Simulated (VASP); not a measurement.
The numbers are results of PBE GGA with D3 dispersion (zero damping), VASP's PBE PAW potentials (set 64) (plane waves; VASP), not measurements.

VASP ran on this input.

File KPOINTS:
```
Automatic mesh
0
Gamma
  8 8 5
```

INCAR:
```
SYSTEM = AlN
PREC = Accurate
ENCUT = 520
EDIFF = 1E-7
NELM = 100
ALGO = Normal
LREAL = .FALSE.
LASPH = .TRUE.
ISMEAR = 0
SIGMA = 0.05
GGA = PE
IVDW = 11
LWAVE = .FALSE.
LCHARG = .FALSE.
ISIF = 4
IBRION = 2
NSW = 30
EDIFFG = -0.01
```

POSCAR:
```
AlN
1
    1.5419195486    -2.6706829935     0.0000000000
    1.5419195486     2.6706829935     0.0000000000
    0.0000000000     0.0000000000     4.9395062707
Al N
2 2
Direct
  0.6666670000   0.3333330000   0.5001070540
  0.3333330000   0.6666670000   0.0001070540
  0.6666670000   0.3333330000   0.8818929460
  0.3333330000   0.6666670000   0.3818929460
```

POTCAR, in this order: Al N (PBE.64 set). Program: vasp_std.

Output of the run:

**OSZICAR**
```
       N       E                     dE             d eps       ncg     rms          rms(c)
DAV:   1     0.547947644175E+02    0.54795E+02   -0.77654E+03   720   0.120E+03
DAV:   2    -0.302826859063E+02   -0.85077E+02   -0.76962E+02  1056   0.226E+02
DAV:   3    -0.345439758098E+02   -0.42613E+01   -0.42384E+01   940   0.560E+01
DAV:   4    -0.345796322571E+02   -0.35656E-01   -0.35646E-01   808   0.591E+00
DAV:   5    -0.345801180987E+02   -0.48584E-03   -0.48583E-03   904   0.704E-01    0.124E+01
DAV:   6    -0.297314244430E+02    0.48487E+01   -0.16891E+01   860   0.318E+01    0.432E+00
DAV:   7    -0.297386323361E+02   -0.72079E-02   -0.66984E-01   792   0.653E+00    0.294E+00
DAV:   8    -0.297316164224E+02    0.70159E-02   -0.75411E-02   800   0.286E+00    0.466E-01
DAV:   9    -0.297270503479E+02    0.45661E-02   -0.19795E-02   920   0.106E+00    0.236E-01
DAV:  10    -0.297275752749E+02   -0.52493E-03   -0.20935E-03   824   0.356E-01    0.128E-01
DAV:  11    -0.297275112568E+02    0.64018E-04   -0.19597E-04   844   0.114E-01    0.306E-02
DAV:  12    -0.297275129713E+02   -0.17145E-05   -0.73738E-06   796   0.282E-02    0.815E-03
DAV:  13    -0.297275126971E+02    0.27419E-06   -0.47950E-06   880   0.164E-02    0.517E-03
DAV:  14    -0.297275126849E+02    0.12128E-07   -0.36868E-07   776   0.545E-03
   1 F= -.30395948E+02 E0= -.30395948E+02  d E =-.303959E+02
```

**OUTCAR**
```
------------------------ aborting loop because EDIFF is reached ----------------------------------------
 Edisp (eV)   -0.66844
  FORCE on cell =-STRESS in cart. coord.  units (eV):
  Direction    XX          YY          ZZ          XY          YZ          ZX
  --------------------------------------------------------------------------------------
  Total       1.67161     1.67161     1.61959     0.00000     0.00000     0.00000
  in kB      65.83360    65.83360    63.78501     0.00000     0.00000     0.00000
  external pressure =       65.15 kB  Pullay stress =        0.00 kB
  volume of cell :       40.68
      direct lattice vectors                 reciprocal lattice vectors
     1.541919549 -2.670682993  0.000000000     0.324271134 -0.187218027  0.000000000
     1.541919549  2.670682993  0.000000000     0.324271134  0.187218027  0.000000000
     0.000000000  0.000000000  4.939506271     0.000000000  0.000000000  0.202449384
  FREE ENERGIE OF THE ION-ELECTRON SYSTEM (eV)
  ---------------------------------------------------
  free  energy   TOTEN  =       -30.3959477888 eV

  energy  without entropy=      -30.3959477888  energy(sigma->0) =      -30.39594779

 reached required accuracy - stopping structural energy minimisation
```
(Selected blocks of OUTCAR.)

The compound is AlN in the wurtzite structure. This cell is one point of a volume scan, at 0.97 of the reference volume.
